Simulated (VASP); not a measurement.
OSZICAR of a VASP run on Mg$_{32}$O$_{31}$S:

### OSZICAR
```
       N       E                     dE             d eps       ncg     rms          rms(c)
DAV:   1    -0.451793293492E+03   -0.45179E+03   -0.80534E+00   640   0.791E+00    0.193E+00
DAV:   2    -0.451924753690E+03   -0.13146E+00   -0.22873E-01   712   0.130E+00    0.204E+00
DAV:   3    -0.452021441386E+03   -0.96688E-01   -0.27604E-01   752   0.167E+00    0.114E+00
DAV:   4    -0.452001543350E+03    0.19898E-01   -0.11464E-01   728   0.964E-01    0.810E-01
DAV:   5    -0.451993341752E+03    0.82016E-02   -0.19899E-02   720   0.361E-01    0.498E-01
DAV:   6    -0.451992259922E+03    0.10818E-02   -0.10451E-02   720   0.204E-01    0.271E-01
DAV:   7    -0.451992227831E+03    0.32090E-04   -0.42478E-03   712   0.130E-01    0.188E-01
DAV:   8    -0.451992052812E+03    0.17502E-03   -0.21373E-03   720   0.112E-01    0.142E-01
DAV:   9    -0.451991977830E+03    0.74982E-04   -0.64916E-04   728   0.646E-02    0.117E-01
DAV:  10    -0.451991953051E+03    0.24779E-04   -0.19484E-04   704   0.337E-02    0.815E-02
DAV:  11    -0.451991960569E+03   -0.75184E-05   -0.11804E-04   648   0.195E-02    0.477E-02
DAV:  12    -0.451991970586E+03   -0.10017E-04   -0.92463E-05   488   0.161E-02    0.283E-02
DAV:  13    -0.451991979748E+03   -0.91621E-05   -0.92244E-05   568   0.163E-02
   1 F= -.45199198E+03 E0= -.45199198E+03  d E =-.730738E-11  mag=     1.0000
```

### Question
Which electronic solver shows in the log?

### Answer
It is blocked Davidson (ALGO = Normal, or the opening steps of other solvers). The INCAR had ALGO = Normal.

### Question
How was spin treated?

### Answer
Collinear spin (ISPIN = 2): the summary line carries one mag value, 1.00 μB in the cell.

### Question
Can the final energy be trusted as converged?

### Answer
Self-consistency was reached. It stopped with EDIFF = 1E-5, NELM = 50 (HSE06 screened hybrid, plane waves, VASP's PBE PAW potentials (set 64)).  The cell is charged, with a uniform compensating background. The supercell is sampled at Γ alone, which is coarse: total energies, pressure and levels can be off, energies of defects by several tenths of an eV.

The cell is a supercell with a defect, built from MgO (rock salt): S_O, charge +1. The cell's shape comes from a PBE relaxation. The total moment is imposed (NUPDOWN), so this need not be the lowest spin state.
